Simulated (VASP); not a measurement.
Method: PBEsol GGA, VASP's PBE PAW potentials (set 64) (plane waves; VASP).

A VASP calculation is set up with these files.

INCAR:
```
SYSTEM=WS2 monolayer
PREC=Normal; ENCUT=400; LREAL=.FALSE.
LASPH=.TRUE.
EDIFF=1E-6; NELM=100; NELMIN=4
ALGO=Normal; LMAXMIX=6
ISMEAR=0; SIGMA=0.05
GGA=PS
LWAVE=.FALSE.; LCHARG=.FALSE.; LORBIT=11
LVHAR=.TRUE.
```

### POSCAR
```
WS2 monolayer
1
    3.1461516641     0.0000000000    -0.0000000000
   -1.5730758321     2.7246472459    -0.0000000000
    0.0000000000    -0.0000000000    19.6619607849
W S
1 2
Direct
  0.6666670000   0.3333330000   0.5000000000
  0.3333330000   0.6666670000   0.5797083974
  0.3333330000   0.6666670000   0.4202916026
```

KPOINTS:
```
Automatic mesh
0
gamma
 12 12 1
0 0 0
```

POTCAR, in this order: W_sv S (PBE.64 set). Program: vasp_std. Read from the step before: WAVECAR.

The run wrote:

**OSZICAR**
```
       N       E                     dE             d eps       ncg     rms          rms(c)
DAV:   1    -0.252480581201E+02   -0.25248E+02   -0.24210E-04   717   0.172E-01    0.233E-02
DAV:   2    -0.252480487963E+02    0.93239E-05   -0.93761E-05   777   0.623E-02    0.117E-02
DAV:   3    -0.252480475792E+02    0.12170E-05   -0.60320E-06   678   0.174E-02    0.219E-03
DAV:   4    -0.252480473851E+02    0.19417E-06   -0.60327E-07   323   0.521E-03
   1 F= -.25248047E+02 E0= -.25248047E+02  d E =-.329588E-38
```

OUTCAR:
```
------------------------ aborting loop because EDIFF is reached ----------------------------------------
  FORCE on cell =-STRESS in cart. coord.  units (eV):
  Direction    XX          YY          ZZ          XY          YZ          ZX
  --------------------------------------------------------------------------------------
  Total        0.0150283      0.0150283      0.0206480     -0.0000000      0.0000000      0.0000000
  in kB        0.1428581      0.1428581      0.1962786     -0.0000000      0.0000000      0.0000000
  external PRESSURE =       0.1606649 kB  Pullay stress =       0.0000000 kB
  volume of cell :      168.55
      direct lattice vectors                 reciprocal lattice vectors
     3.146151664  0.000000000  0.000000000     0.317848631  0.183509994  0.000000000
    -1.573075832  2.724647246  0.000000000     0.000000000  0.367019988  0.000000000
     0.000000000  0.000000000 19.661960785     0.000000000  0.000000000  0.050859627
 POSITION                                       TOTAL-FORCE (eV/Angst)
 -----------------------------------------------------------------------------------
      1.57308      0.90821      9.83098         0.000000     -0.000000      0.000000
     -0.00000      1.81643     11.39820        -0.000000      0.000000      0.011642
     -0.00000      1.81643      8.26376        -0.000000      0.000000     -0.011642
 -----------------------------------------------------------------------------------
    total drift:                               -0.000141      0.000082      0.000000
  FREE ENERGIE OF THE ION-ELECTRON SYSTEM (eV)
  ---------------------------------------------------
  free  energy   TOTEN  =       -25.2480473851 eV

  energy  without entropy=      -25.2480473851  energy(sigma->0) =      -25.24804739

 total charge

# of ion       s       p       d       tot
------------------------------------------
    1        2.326   6.341   3.416  12.083
    2        1.352   2.351   0.000   3.703
    3        1.352   2.351   0.000   3.703
--------------------------------------------------
tot          5.030  11.043   3.416  19.490
```
(Selected blocks of OUTCAR.)

The cell is a sheet with vacuum, built from WS2 (2H layered).
